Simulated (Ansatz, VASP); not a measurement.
This is a calculation of RuAu for VASP 6.6.1.

File INCAR:

```
PREC = Accurate
ENCUT = 520
EDIFF = 1E-6
ISMEAR = -1
SIGMA = 0.05
LREAL = False
LASPH = True
NELM = 60
ALGO = Normal
ISIF = 2
LWAVE = False
LCHARG = True
GGA = PE
LELF = True
LVHAR = True
NBANDS = 20
```

File KPOINTS:

```
regular mesh
0
Gamma
  8 8 8
```

Contents of POSCAR:

```
RuAu
1.0
    3.1220370540      0.0000000000      0.0000000000
    0.0000000000      3.1220370540      0.0000000000
    0.0000000000      0.0000000000      3.1220370540
Ru Au
1 1
Direct
    0.0000000000      0.0000000000      0.0000000000
    0.5000000000      0.5000000000      0.5000000000
```

Potentials or basis: VASP PAW PBE potentials, release 64 (Ru_pv, Au).

The run is started by

```bash
$ cat potpaw_PBE.64/Ru_pv/POTCAR potpaw_PBE.64/Au/POTCAR > POTCAR
$ mpirun -np 1 vasp_std > vasp.out
```

Problem. Set up the same calculation for Ansatz 0.2.0. Potentials there: all-electron LAPW, scalar-relativistic.

Solution. As run (the cutoff follows the program's own potentials):

File input.yaml:

```yaml
crystal:
  lattice:
    - [3.122037054, 0.0, 0.0]
    - [0.0, 3.122037054, 0.0]
    - [0.0, 0.0, 3.122037054]
  atoms:
    - { symbol: Ru, position: [0.0, 0.0, 0.0] }
    - { symbol: Au, position: [0.5, 0.5, 0.5] }
kpoints:
  mp_grid: { grid: [8, 8, 8] }
scf:
  occupations: { method: fermi_dirac, width: 0.05 }
hamiltonian:
  xc: pbe
  pseudopotentials: { kind: all_electron, lapw: { basis_error: 0.0005 } }
output:
  forces: true
  stress: true
  eigenvalues: true
```

Potentials or basis: all-electron LAPW, scalar-relativistic.

Command:

```sh
$ ansatz run input.yaml --threads 1 --pin off --max-ram 3072MiB --backend cpu --events-out ev --progress --plain --runs-dir out
```

Both were run:

|  | VASP | Ansatz | Ansatz less VASP |
| --- | --- | --- | --- |
| gap on the k mesh at the Fermi level (eV) | none | none | - |
| pressure (GPa) | 9.6 | 9.9 | +0.28 |

A gap of «none» marks a metal or a gap that the smearing closes. Ansatz ran all-electron here, so the differences hold the error of VASP's frozen core and of both bases.

Spin-orbit coupling is left out, which matters for the levels of Au.
